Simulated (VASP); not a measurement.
Level of theory: r2SCAN+rVV10, VASP's PBE PAW potentials (set 64) (plane waves; VASP).

VASP ran on this input.

File KPOINTS:
```
kpoints
0
gamma
7 7 7
0 0 0
```

### INCAR
```
! general
SYSTEM   = NaI
PREC     = Accurate
ENCUT    = 520
LREAL    = F
LASPH    = T

! electronic loop
EDIFF    = 1E-6
NELM     = 100
ALGO     = Normal
LMAXMIX  = 4
LMIXTAU  = T

! smearing
ISMEAR   = 0
SIGMA    = 0.05

! functional
METAGGA  = R2SCAN
LUSE_VDW = T
BPARAM   = 11.95
CPARAM   = 0.0093

! ions
IBRION   = 2
NSW      = 60
ISIF     = 3
EDIFFG   = -0.01

! output
LWAVE    = F
LCHARG   = F
```

**POSCAR**
```
NaI
1
    0.0000000000     3.1861422407     3.1861422407
    3.1861422407    -0.0000000000     3.1861422407
    3.1861422407     3.1861422407     0.0000000000
Na I
1 1
Direct
  0.0000000000   1.0000000000   0.0000000000
  0.5000000000   0.5000000000   0.5000000000
```

POTCAR, in this order: Na_pv I (PBE.64 set). Program: vasp_std.

What VASP printed:

**OUTCAR**
```
 ion  position               nearest neighbor table
   1  0.000  0.000  0.000-
   2  0.500  0.500  0.500-
  LATTYP: Found a face centered cubic cell.
 ALAT       =     6.3722844814
 Subroutine PRICEL returns:
 Original cell was already a primitive cell.
 Subroutine GETGRP returns: Found 48 space group operations
The static configuration has the point symmetry O_h .
The dynamic configuration has the point symmetry O_h .
 Subroutine INISYM returns: Found 48 space group operations
 Subroutine IBZKPT returns following result:
 Found     20 irreducible k-points:

 Following reciprocal coordinates:
            Coordinates               Weight
  0.000000  0.000000  0.000000      1.000000
  0.142857  0.000000  0.000000      8.000000
  0.285714  0.000000  0.000000      8.000000
  0.428571  0.000000  0.000000      8.000000
  0.142857  0.142857  0.000000      6.000000
  0.285714  0.142857  0.000000     24.000000
  0.428571  0.142857  0.000000     24.000000
 -0.428571  0.142857  0.000000     24.000000
 -0.285714  0.142857  0.000000     24.000000
 -0.142857  0.142857  0.000000     12.000000
  0.285714  0.285714  0.000000      6.000000
  0.428571  0.285714  0.000000     24.000000
 -0.428571  0.285714  0.000000     24.000000
 -0.285714  0.285714  0.000000     12.000000
  0.428571  0.428571  0.000000      6.000000
 -0.428571  0.428571  0.000000     12.000000
  0.428571  0.285714  0.142857     24.000000
 -0.428571  0.285714  0.142857     48.000000
 -0.428571  0.428571  0.142857     24.000000
 -0.285714  0.428571  0.142857     24.000000
   k-points           NKPTS =     20   k-points in BZ     NKDIM =     20   number of bands    NBANDS=     11
   number of dos      NEDOS =    301   number of ions     NIONS =      2
   total plane-waves  NPLWV =  46656
   dimension x,y,z NGX =    36 NGY =   36 NGZ =   36
...
```

OSZICAR:
```
       N       E                     dE             d eps       ncg     rms          rms(c)
DAV:   1     0.534537306467E+02    0.53454E+02   -0.70623E+03   443   0.117E+03
DAV:   2    -0.258546040926E+02   -0.79308E+02   -0.73174E+02   491   0.242E+02
DAV:   3    -0.319031077710E+02   -0.60485E+01   -0.60110E+01   530   0.678E+01
DAV:   4    -0.320611783807E+02   -0.15807E+00   -0.15794E+00   503   0.118E+01
DAV:   5    -0.320659500675E+02   -0.47717E-02   -0.47715E-02   515   0.219E+00    0.230E+00
DAV:   6    -0.304467319676E+02    0.16192E+01   -0.39379E-01   449   0.807E+00    0.214E+00
DAV:   7    -0.305307018897E+02   -0.83970E-01   -0.21336E-01   449   0.639E+00    0.519E-01
DAV:   8    -0.305117986734E+02    0.18903E-01   -0.17706E-01   440   0.498E+00    0.243E-01
DAV:   9    -0.305749064071E+02   -0.63108E-01   -0.92289E-02   440   0.400E+00    0.311E-01
DAV:  10    -0.303323309166E+02    0.24258E+00   -0.12104E-01   440   0.467E+00    0.161E-01
DAV:  11    -0.305805040239E+02   -0.24817E+00   -0.93192E-02   440   0.395E+00    0.667E-02
DAV:  12    -0.305768948433E+02    0.36092E-02   -0.17590E-03   494   0.565E-01    0.952E-02
DAV:  13    -0.305802547906E+02   -0.33599E-02   -0.40064E-03   446   0.877E-01    0.560E-02
DAV:  14    -0.305820087606E+02   -0.17540E-02   -0.53083E-04   446   0.287E-01    0.169E-02
DAV:  15    -0.305820417837E+02   -0.33023E-04   -0.38697E-05   470   0.805E-02    0.151E-02
DAV:  16    -0.305820489812E+02   -0.71974E-05   -0.29980E-06   494   0.238E-02    0.992E-03
DAV:  17    -0.305820370475E+02    0.11934E-04   -0.45404E-06   455   0.271E-02    0.710E-03
DAV:  18    -0.305820316941E+02    0.53534E-05   -0.36199E-06   455   0.293E-02    0.525E-03
DAV:  19    -0.305820267168E+02    0.49773E-05   -0.48051E-07   464   0.107E-02    0.471E-03
DAV:  20    -0.305820248651E+02    0.18518E-05   -0.29672E-07   304   0.970E-03    0.241E-03
DAV:  21    -0.305820256836E+02   -0.81851E-06   -0.29717E-08   244   0.273E-03
   1 F= -.30582026E+02 E0= -.30582026E+02  d E =-.305820E+02
       N       E                     dE             d eps       ncg     rms          rms(c)
DAV:   1    -0.305841072980E+02   -0.20824E-02   -0.48818E-02   497   0.350E+00    0.275E-01
DAV:   2    -0.305826950617E+02    0.14122E-02   -0.16499E-03   482   0.573E-01    0.138E-01
DAV:   3    -0.305822147512E+02    0.48031E-03   -0.10119E-03   485   0.371E-01    0.601E-02
DAV:   4    -0.305822278784E+02   -0.13127E-04   -0.18937E-05   464   0.479E-02    0.685E-02
DAV:   5    -0.305822346581E+02   -0.67797E-05   -0.67327E-07   374   0.107E-02    0.701E-02
DAV:   6    -0.305821605080E+02    0.74150E-04   -0.25954E-05   440   0.791E-02    0.126E-01
DAV:   7    -0.305818491142E+02    0.31139E-03   -0.34738E-04   440   0.286E-01    0.797E-01
DAV:   8    -0.305821834747E+02   -0.33436E-03   -0.40380E-04   440   0.301E-01    0.128E-01
DAV:   9    -0.305822303391E+02   -0.46864E-04   -0.60739E-05   440   0.111E-01    0.112E-01
DAV:  10    -0.305822286777E+02    0.16614E-05   -0.50879E-06   446   0.315E-02    0.487E-02
DAV:  11    -0.305822259761E+02    0.27016E-05   -0.20261E-06   443   0.215E-02    0.113E-02
DAV:  12    -0.305822259281E+02    0.47964E-07   -0.11927E-06   446   0.166E-02
   2 F= -.30582226E+02 E0= -.30582226E+02  d E =-.200245E-03
       N       E                     dE             d eps       ncg     rms          rms(c)
DAV:   1    -0.305827842782E+02   -0.55830E-03   -0.13722E-02   497   0.185E+00    0.146E-01
DAV:   2    -0.305823861000E+02    0.39818E-03   -0.46369E-04   476   0.303E-01    0.733E-02
DAV:   3    -0.305822429876E+02    0.14311E-03   -0.28506E-04   482   0.196E-01    0.319E-02
DAV:   4    -0.305822470142E+02   -0.40266E-05   -0.54194E-06   458   0.257E-02    0.364E-02
DAV:   5    -0.305822477605E+02   -0.74629E-06   -0.91081E-08   220   0.398E-03
   3 F= -.30582248E+02 E0= -.30582248E+02  d E =-.222077E-03
       N       E                     dE             d eps       ncg     rms          rms(c)
DAV:   1    -0.305824040647E+02   -0.15705E-03   -0.60102E-03   497   0.121E+00    0.128E-01
DAV:   2    -0.305822638008E+02    0.14026E-03   -0.22827E-04   443   0.193E-01    0.671E-02
DAV:   3    -0.305822273349E+02    0.36466E-04   -0.12082E-04   473   0.147E-01    0.123E-02
DAV:   4    -0.305822346307E+02   -0.72958E-05   -0.76757E-06   449   0.370E-02    0.127E-02
DAV:   5    -0.305822348904E+02   -0.25970E-06   -0.12577E-07   220   0.441E-03
   4 F= -.30582235E+02 E0= -.30582235E+02  d E =-.209207E-03
       N       E                     dE             d eps       ncg     rms          rms(c)
DAV:   1    -0.305822890547E+02   -0.54424E-04   -0.14831E-03   497   0.616E-01    0.423E-02
DAV:   2    -0.305822651830E+02    0.23872E-04   -0.45689E-05   467   0.983E-02    0.216E-02
DAV:   3    -0.305822301600E+02    0.35023E-04   -0.35157E-05   461   0.847E-02    0.903E-03
DAV:   4    -0.305822423330E+02   -0.12173E-04   -0.15777E-06   440   0.191E-02    0.103E-02
DAV:   5    -0.305821988913E+02    0.43442E-04   -0.18085E-05   440   0.713E-02    0.180E-02
DAV:   6    -0.305822462479E+02   -0.47357E-04   -0.10136E-05   440   0.513E-02    0.899E-03
DAV:   7    -0.305822453490E+02    0.89890E-06   -0.31625E-07   349   0.867E-03
   5 F= -.30582245E+02 E0= -.30582245E+02  d E =-.219665E-03
```

**OUTCAR**
```
------------------------ aborting loop because EDIFF is reached ----------------------------------------
  FORCE on cell =-STRESS in cart. coord.  units (eV):
  Direction    XX          YY          ZZ          XY          YZ          ZX
  --------------------------------------------------------------------------------------
  Total        0.0134585      0.0134585      0.0134585      0.0000000     -0.0000000      0.0000000
  in kB        0.3309369      0.3309369      0.3309369      0.0000000     -0.0000000      0.0000000
  external PRESSURE =       0.3309369 kB  Pullay stress =       0.0000000 kB
  volume of cell :       65.16
      direct lattice vectors                 reciprocal lattice vectors
     0.000000000  3.193821978  3.193821978    -0.156552245  0.156552245  0.156552245
     3.193821978 -0.000000000  3.193821978     0.156552245 -0.156552245  0.156552245
     3.193821978  3.193821978  0.000000000     0.156552245  0.156552245 -0.156552245
  FREE ENERGIE OF THE ION-ELECTRON SYSTEM (eV)
  ---------------------------------------------------
  free  energy   TOTEN  =       -30.5822453490 eV

  energy  without entropy=      -30.5822453490  energy(sigma->0) =      -30.58224535

 reached required accuracy - stopping structural energy minimisation
```
(Selected blocks of OUTCAR.)

File CONTCAR:
```
NaI
   1.00000000000000
     0.0000000000000000    3.1938219781516235    3.1938219781516235
     3.1938219781516235   -0.0000000000000000    3.1938219781516235
     3.1938219781516235    3.1938219781516235    0.0000000000000000
  Na              I
     1     1
Direct
     0.0000000000000000    0.0000000000000000    0.0000000000000000
     0.5000000000000000    0.5000000000000000    0.5000000000000000
```

File OUTCAR:
```
 val. band max:        0.7580770987   @ k =   0.0000   0.0000   0.0000

 cond. band min:       5.2473518962   @ k =   0.0000   0.0000   0.0000


 Fermi energy:         0.9750732282

 k-point     1 :       0.0000    0.0000    0.0000
  band No.  band energies     occupation
      1     -22.4048      2.00000
      2     -22.4045      2.00000
      3     -22.4045      2.00000
      4     -10.7031      2.00000
      5       0.7581      2.00000
      6       0.7581      2.00000
      7       0.7581      2.00000
      8       5.2474      0.00000
      9       9.1798      0.00000
     10       9.1798      0.00000
     11       9.1798      0.00000

 k-point     2 :       0.1429    0.0000    0.0000
  band No.  band energies     occupation
      1     -22.4057      2.00000
      2     -22.4048      2.00000
      3     -22.4046      2.00000
      4     -10.6369      2.00000
      5       0.1596      2.00000
      6       0.6919      2.00000
      7       0.6919      2.00000
      8       5.8904      0.00000
      9       8.7728      0.00000
     10       9.3881      0.00000
     11       9.3881      0.00000

 k-point     3 :       0.2857    0.0000    0.0000
  band No.  band energies     occupation
      1     -22.4084      2.00000
      2     -22.4049      2.00000
      3     -22.4047      2.00000
      4     -10.4801      2.00000
      5      -0.8520      2.00000
      6       0.5515      2.00000
      7       0.5515      2.00000
      8       6.4865      0.00000
      9       9.2087      0.00000
     10       9.2089      0.00000
     11       9.2335      0.00000

 k-point     4 :       0.4286    0.0000    0.0000
  band No.  band energies     occupation
      1     -22.4106      2.00000
      2     -22.4051      2.00000
      3     -22.4048      2.00000
      4     -10.3453      2.00000
      5      -1.5076      2.00000
      6       0.4465      2.00000
      7       0.4465      2.00000
      8       6.4150      0.00000
      9       8.8621      0.00000
...
```

Unless said otherwise, spin-orbit coupling is left out, though it shifts the bands of the heavy elements here.

The compound is NaI in the rock salt structure. This run relaxes it. Symmetry was kept, so distortions that lower it aren't found. The start is the result of an earlier pass.
